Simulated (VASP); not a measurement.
Output of a VASP run:

### OSZICAR
```
       N       E                     dE             d eps       ncg     rms          rms(c)
DAV:   1    -0.518912787756E+03   -0.51891E+03   -0.15360E-05   912   0.115E-02    0.382E-03
RMM:   2    -0.518912787235E+03    0.52074E-06   -0.28695E-06   484   0.415E-03    0.253E-03
RMM:   3    -0.518912787183E+03    0.52085E-07   -0.25897E-06   619   0.273E-03    0.148E-03
RMM:   4    -0.518912787163E+03    0.20125E-07   -0.29139E-07   491   0.126E-03
   1 F= -.51891279E+03 E0= -.51891279E+03  d E =-.448452E-16  mag=     2.0000
```

### OUTCAR
```
------------------------ aborting loop because EDIFF is reached ----------------------------------------
  FORCE on cell =-STRESS in cart. coord.  units (eV):
  Direction    XX          YY          ZZ          XY          YZ          ZX
  --------------------------------------------------------------------------------------
  Total      -13.4359580    -16.9458989    -18.5731814     -3.5142679     -0.5698714      1.5111209
  in kB      -28.1581937    -35.5140962    -38.9244475     -7.3649707     -1.1942989      3.1669075
  external PRESSURE =     -34.1989124 kB  Pullay stress =       0.0000000 kB
  volume of cell :      764.49
      direct lattice vectors                 reciprocal lattice vectors
     4.693267657 -8.128978018  0.000000000     0.106535582 -0.061508347  0.000000000
     4.693267657  8.128978018  0.000000000     0.106535582  0.061508347  0.000000000
     0.000000000  0.000000000 10.019202616     0.000000000  0.000000000  0.099808342
 POSITION                                       TOTAL-FORCE (eV/Angst)
 -----------------------------------------------------------------------------------
      1.57089     -0.88602      2.50655         0.001438      0.001618     -0.004886
      1.56796      0.90037      9.97602         0.005770      0.000377     -0.002219
      1.56344     -0.90970      7.51244         0.010032     -0.004563      0.001921
      1.61804      1.03994      5.01202         0.004371      0.001552      0.016206
      3.11982      1.79998      2.48297        -0.012951      0.005450     -0.011216
      3.13251      3.60491      9.98165        -0.005585      0.004034     -0.010301
      3.12748      1.80809      7.44197        -0.005643      0.001627      0.012632
      3.03624      3.50670      5.02825        -0.000944     -0.010565     -0.003375
      4.67753      4.49608      2.50808         0.008546      0.007471     -0.003043
      4.69958      6.31765      0.01628         0.014873     -0.002186     -0.013014
      4.70001      4.52246      7.51853        -0.004827     -0.019640     -0.004217
      4.69787      6.31909      5.00642         0.001041      0.001186     -0.001377
      3.12907     -3.61533      2.51124        -0.014744      0.016467     -0.003127
      3.12924     -1.80782      0.00387         0.008325     -0.010377      0.010946
      3.13109     -3.61611      7.51473         0.000385      0.010098      0.011389
      3.11646     -1.78132      5.01624         0.008591     -0.007228      0.005690
      4.69294     -0.87882      2.49682        -0.017980     -0.005175      0.001851
      4.69213      0.90209      9.98567        -0.004986     -0.007300      0.000561
      4.70587     -0.93008      7.51292         0.005394     -0.004865      0.008162
      6.23381      1.79166      2.49509        -0.009596      0.010435      0.000027
      6.25814      3.61109      0.00571         0.017029      0.003980      0.001697
      6.28541      1.80629      7.51241         0.008254      0.009439      0.009870
      6.22759      3.60838      5.01765         0.006517      0.007381     -0.002104
      4.69552     -6.32397      2.49484        -0.008186      0.020754     -0.008876
      4.69186     -4.51699      0.00304        -0.013347      0.008710     -0.012964
      4.69572     -6.32317      7.51657         0.011546      0.005783      0.001429
      4.68932     -4.51461      5.00780        -0.011679      0.005610     -0.000913
      6.25870     -3.61962      2.49727        -0.016564     -0.002431     -0.001484
      6.25751     -1.80707      0.00730        -0.004444     -0.012738     -0.008375
      6.25797     -3.61482      7.52410        -0.000348     -0.010565     -0.010899
      6.28212     -1.79859      5.02527         0.005702      0.004368      0.003163
      7.82447     -0.90608      2.50299        -0.000055     -0.009117      0.006891
      7.82059      0.90284      0.00415         0.016893     -0.001433     -0.002937
      7.83310     -0.91012      7.52652         0.012866     -0.009757      0.001331
      7.82643      0.87649      5.02256        -0.003061     -0.001904      0.008374
      1.58536     -0.84121      4.42601        -0.005547      0.009490     -0.000990
      1.54854      0.89529      1.86744         0.009032      0.011735      0.012353
      1.56676     -0.91650      9.42953        -0.011019     -0.011372      0.004355
      1.55181      0.88748      6.94691        -0.001112     -0.008490      0.003215
      3.12552      3.61645      1.87584        -0.009674      0.004910      0.009021
      3.13907      1.79771      9.37779         0.015852     -0.005318     -0.004550
      3.13645      3.63644      6.95875         0.003334     -0.002353     -0.008917
      4.64665      4.46424      4.42790        -0.007418     -0.000053     -0.004295
      4.70076      6.31435      1.93798        -0.021028      0.006698     -0.019557
      4.70457      4.51827      9.43488         0.002616      0.011218      0.003609
      4.69881      6.31925      6.92072         0.005871      0.004107     -0.005248
      3.10639     -3.60187      4.43070        -0.001075     -0.003869      0.001180
      3.13774     -1.80489      1.93213        -0.003481      0.019335      0.002899
      3.12702     -3.61318      9.43559        -0.004826     -0.003411      0.000735
      3.13450     -1.80909      6.92435         0.008401      0.010549      0.009875
      4.71036     -0.81689      4.46362        -0.009655      0.000452     -0.008343
      4.69558      0.89887      1.86512         0.008459      0.003375      0.013763
      4.69353     -0.90901      9.41925         0.016657      0.009472     -0.000655
      4.74339      0.87243      6.86839         0.013599     -0.006435     -0.002823
      6.18692      1.74726      4.46151         0.005207     -0.004037     -0.007744
      6.25862      3.60173      1.93336        -0.021305     -0.013312      0.000560
...
```
(Selected blocks of OUTCAR.)

POSCAR:
```
Al35N35Si
1
    4.6932676572    -8.1289780179     0.0000000000
    4.6932676572     8.1289780179     0.0000000000
    0.0000000000     0.0000000000    10.0192026156
Al N Si
35 35 1
Direct
  0.2218539734   0.1128584088   0.2501745012
  0.1116633048   0.2224235420   0.9956899722
  0.2225161057   0.1106074321   0.7498037693
  0.1084136165   0.2363438270   0.5002416659
  0.2216579049   0.4430849464   0.2478210019
  0.1119916942   0.5554561637   0.9962517852
  0.2219751102   0.4443999004   0.7427705045
  0.1077764367   0.5391586756   0.5018611243
  0.2217773948   0.7748701552   0.2503268197
  0.1120843235   0.8892604535   0.0016250100
  0.2225496620   0.7788874110   0.7504123601
  0.1118131188   0.8891672268   0.4996828095
  0.5557297579   0.1109837964   0.2506431178
  0.4445720703   0.2221796125   0.0003858272
  0.5559932419   0.1111513303   0.7500330821
  0.4415803679   0.2224479901   0.5006621889
  0.5540197074   0.4459100063   0.2492032123
  0.4443924733   0.5553640657   0.9966530581
  0.5585497220   0.4441347570   0.7498523382
  0.5539201819   0.7743243828   0.2490304269
  0.4446023204   0.8888270562   0.0005697219
  0.5585175936   0.7807215930   0.7498015859
  0.4415149250   0.8854059572   0.5008029834
  0.8892170769   0.1112637404   0.2490060938
  0.7776822054   0.2220175074   0.0003034786
  0.8891888196   0.1113338365   0.7502165491
  0.7772658109   0.2218928500   0.4998201381
  0.8894104426   0.4441373598   0.2492482852
  0.7777979887   0.5554976087   0.0007283583
  0.8890379760   0.4443550072   0.7509677180
  0.7798976759   0.5586416079   0.5015633932
  0.8893153853   0.7778527608   0.2498188396
  0.7776387467   0.8887027260   0.0004142955
  0.8904836462   0.7785233228   0.7512092164
  0.7798821839   0.8877053825   0.5012929299
  0.2206389512   0.1171559317   0.4417524349
  0.1099070433   0.2200432228   0.1863861847
  0.2232875833   0.1105432193   0.9411454614
  0.1107353914   0.2199106190   0.6933599161
  0.1105375085   0.5554213187   0.1872242540
  0.2238487231   0.4449974738   0.9359815399
  0.1104716653   0.5578146047   0.6945414387
  0.2204459506   0.7696215298   0.4419410400
  0.1124130678   0.8891835261   0.1934266215
  0.2232930659   0.7791154835   0.9416793186
  0.1119038592   0.8892772722   0.6907454329
  0.5524864880   0.1093957503   0.4422212568
  0.4452962846   0.2232652573   0.1928422829
  0.5553795611   0.1108978468   0.9417504110
  0.4452092850   0.2226613914   0.6911075196
  0.5520664391   0.4515754444   0.4455069761
  0.4449580777   0.5555338579   0.1861547834
  0.5559397069   0.4441163794   0.9401194210
  0.4516783130   0.5590013323   0.6855230389
  0.5516557377   0.7665982756   0.4452955726
  0.4452296066   0.8883021496   0.1929658450
  0.5557368936   0.7781018317   0.9400585466
  0.4450609182   0.8888499935   0.6912431180
  0.8828728093   0.1060632236   0.4396445863
  0.7772883266   0.2217904245   0.1912562214
  0.8878481843   0.1104555934   0.9410786282
  0.7777892045   0.2222459592   0.6914859162
  0.8829282345   0.4433917692   0.4399223024
  0.7766388287   0.5550830386   0.1923237354
  0.8880525817   0.4439262297   0.9417054593
  0.7794303210   0.5566074462   0.6918883797
  0.8902238024   0.7783427132   0.4411289044
  0.7764256120   0.8876228704   0.1919942480
  0.8895772290   0.7780289948   0.9426376692
  0.7793296487   0.8892356421   0.6915998046
  0.4388281307   0.5525519834   0.5019375684
```

**Question.** Reconstruct the remaining input files.

**Answer.** Several could match; the one computed here: the input of the run itself, PBE GGA, plane waves, VASP's PBE PAW potentials (set 64).

KPOINTS:
```
Regular mesh
0
gamma
 1 1 1
0 0 0
```

**INCAR**
```
SYSTEM = Al35N35Si
PREC = Normal
ENCUT = 400
EDIFF = 1E-6
NELM = 100
ALGO = Fast
LREAL = Auto
LASPH = .TRUE.
ISMEAR = 0
SIGMA = 0.05
GGA = PE
LWAVE = .TRUE.
LCHARG = .FALSE.
NELMIN = 4
ISYM = 0
ISPIN = 2
NUPDOWN = 2
MAGMOM = 71*0.0282
LORBIT = 11
LHYPERFINE = .TRUE.
```

POTCAR, in this order: Al N Si (PBE.64 set). Program: vasp_gam. Read from the step before: WAVECAR.

At this cut-off the stress carries a Pulay error, which pulls relaxed volumes low.  The supercell is sampled at Γ alone, which is coarse: total energies, pressure and levels can be off, energies of defects by several tenths of an eV.

The cell is a supercell with a defect, built from AlN (wurtzite): Si_Al-vac_N.
